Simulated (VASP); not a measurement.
VASP runs on RuAl (space group Pm-3m) share one base input (PBE GGA, plane waves, VASP's PBE PAW potentials (set 64)) and change the settings named in each case.

### KPOINTS
```
Automatic mesh
0
Gamma
9 9 9
0 0 0
```

File POSCAR:
```
RuAl
2.9914950
  1.0000000000   0.0000000000   0.0000000000
  0.0000000000   1.0000000000   0.0000000000
  0.0000000000   0.0000000000   1.0000000000
Al Ru
1 1
direct
  0.5000000000   0.5000000000   0.5000000000
  0.0000000000   0.0000000000   0.0000000000
```

INCAR:
```
EDIFF=1E-6
LCHARG=.False.
LWAVE=.False.
LMAXMIX=4
NELM=100   ! most electronic steps
SIGMA=0.272   ! width (eV)
LASPH=.True.
ISMEAR=0
GGA=PE
LREAL=.False.   ! projection in real space or not
ENCUT=300
SYSTEM=RuAl
PREC=Accurate
ALGO=Normal
ISIF=2
```

POTCAR, in this order: Al Ru_pv (PBE.64 set). Program: vasp_std.

```csv
change,E(σ→0) (eV/atom),pressure (GPa),−TS (eV)
base run,-7.1246,2.39,-0.0626
"GGA removed, POTCAR Al Ru_pv (LDA.64 set)",-8.0791,___,___
"GGA_COMPAT = .FALSE., LNONCOLLINEAR = .TRUE., LSORBIT = .TRUE., MAGMOM = 0.0 0.0 0.0 0.0 0.0 0.0, program vasp_ncl",-7.1918,2.46,-0.0614
KPOINTS 3×3×3 Γ-centred mesh,-6.9961,4.34,-0.0857
```

**Question.** Complete the blanks.

**Answer.** 
- GGA removed, POTCAR Al Ru_pv (LDA.64 set), pressure (GPa): -7.83
- GGA removed, POTCAR Al Ru_pv (LDA.64 set), −TS (eV): -0.0615

Energies of different potentials or functionals have different zeros.  At 300 eV the pressure can carry a Pulay error.

Left out are runs that ran out of time, are held back, or changed the cell or the kind of run, fixed moments of cells without a moment, rows past the twelfth, gaps on odd meshes, pressures of charged cells and columns that move by less than the noise.

The structure is a typed RuAl crystal. The cell was not relaxed at this level, its lattice was scaled by up to 2.5 %.
